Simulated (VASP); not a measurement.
A VASP calculation is set up with these files.

INCAR:
```
SYSTEM = Se
PREC = Accurate
ENCUT = 520
EDIFF = 1E-6
NELM = 100
ALGO = Normal
LREAL = .FALSE.
LASPH = .TRUE.
ISMEAR = 0
SIGMA = 0.05
GGA = MK
PARAM1 = 0.1234
PARAM2 = 1.0
LUSE_VDW = .TRUE.
AGGAC = 0.0
LMAXMIX = 4
LWAVE = .FALSE.
LCHARG = .FALSE.
IBRION = 2
ISIF = 3
NSW = 60
EDIFFG = -0.02
```

### KPOINTS
```
Regular mesh
0
G
6 6 4
0 0 0
```

### POSCAR
```
Se
1.0
  2.0560517771  -3.5611861290   0.0000000000
  2.0560517771   3.5611861290   0.0000000000
  0.0000000000   0.0000000000   5.1649684095
Se
3
Direct
  0.0000000000   0.2461549604   0.6666670000
  0.7538450396   0.7538450396   0.0000000000
  0.2461549604   0.0000000000   0.3333330000
```

POTCAR, in this order: Se (PBE.64 set). Program: vasp_std.

Write an equivalent input for Quantum ESPRESSO's pw.x.

One equivalent input (not run):
```
&CONTROL
  calculation = 'vc-relax'
  pseudo_dir = './pseudo'
  outdir = './out'
  tprnfor = .true.
  tstress = .true.
  nstep = 60
  forc_conv_thr = 0.00078
/
&SYSTEM
  ibrav = 0
  nat = 3
  ntyp = 1
  ecutwfc = 86
  occupations = 'smearing'
  smearing = 'gaussian'
  degauss = 0.003675
  input_dft = 'vdw-df-ob86'
/
&ELECTRONS
  conv_thr = 7.3e-08
  electron_maxstep = 100
/
&IONS
/
&CELL
/
ATOMIC_SPECIES
  Se 78.971 Se.upf
CELL_PARAMETERS angstrom
     2.0560518   -3.5611861   -0.0000000
     2.0560518    3.5611861    0.0000000
     0.0000000   -0.0000000    5.1649684
ATOMIC_POSITIONS crystal
  Se   0.0000000  0.2461550  0.6666670
  Se   0.7538450  0.7538450  0.0000000
  Se   0.2461550  0.0000000  0.3333330
K_POINTS automatic
  6 6 4 0 0 0
```
Limits of the translation: the potentials are each code's own (VASP's PAW set, PseudoDojo norm-conserving files in pw.x), so ENCUT and ecutwfc are chosen apart and not converted; conv_thr bounds pw.x's estimated SCF error, while EDIFF bounds the energy change between steps; forc_conv_thr acts on force components and is met together with etot_conv_thr.

The compound is Se in the trig structure. It was relaxed first, which changed the volume by -8 %. The start is the result of an earlier pass.
